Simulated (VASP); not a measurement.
The system is AgB2.

```
Ag B
1.0
     3.00000    0.00000    0.00000
    -1.50000    2.59808    0.00000
     0.00000    0.00000    3.24000
Ag B
1 2
Cartesian
  0.0000 0.0000 0.0000
  1.5000 0.8660 1.6200
  0.0000 1.7321 1.6200
```

```yaml
Program: VASP 6.6.1
Task: relaxation of cell and atoms
Functional: optB88-vdW
Potentials_or_basis: VASP PAW PBE potentials, release 64 (Ag, B)
Cutoff: 600 eV
k_mesh: 10 × 10 × 8
Occupations: fermi-dirac, width 0.05 eV
Spin: no spin polarisation
```

At the start: pressure 55.3 GPa; volume 8.42 Å³/atom.

Task: Where does the relaxation end?

Result: Over 9 steps the energy falls by 475.2 meV/atom and the volume is 10.80 Å³/atom (+28.3 %); space group P6/mmm (No. 191, to 0.05 Å).

Step by step:
```
step  energy change (eV)  largest force (eV/Å)  pressure (GPa)  volume (Å³)
   1              0.0000                0.0000           55.30        25.25
   2             -0.7294                0.0000          -19.54        37.35
   3             -1.0421                0.0000           -3.69        32.02
   4             -1.3053                0.0000           -1.12        31.86
   5             -1.3765                0.0000            7.64        31.28
   6             -1.4145                0.0000            3.43        31.55
   7             -1.4148                0.0000            3.97        31.51
   8             -1.4231                0.0000           -1.69        32.84
   9             -1.4256                0.0000            0.12        32.40
```

Final structure:
```
Ag B
1.0
     3.00704    0.00000    0.00000
    -1.50352    2.60417    0.00000
     0.00000    0.00000    4.13700
Ag B
1 2
Direct
  0.00000 0.00000 0.00000
  0.66667 0.33333 0.50000
  0.33333 0.66667 0.50000
```

Caveat: the volume moved by over 15 % at a fixed basis, so the end points are rough; the PAW data sets were made with another functional, which shifts forces and pressure a little.
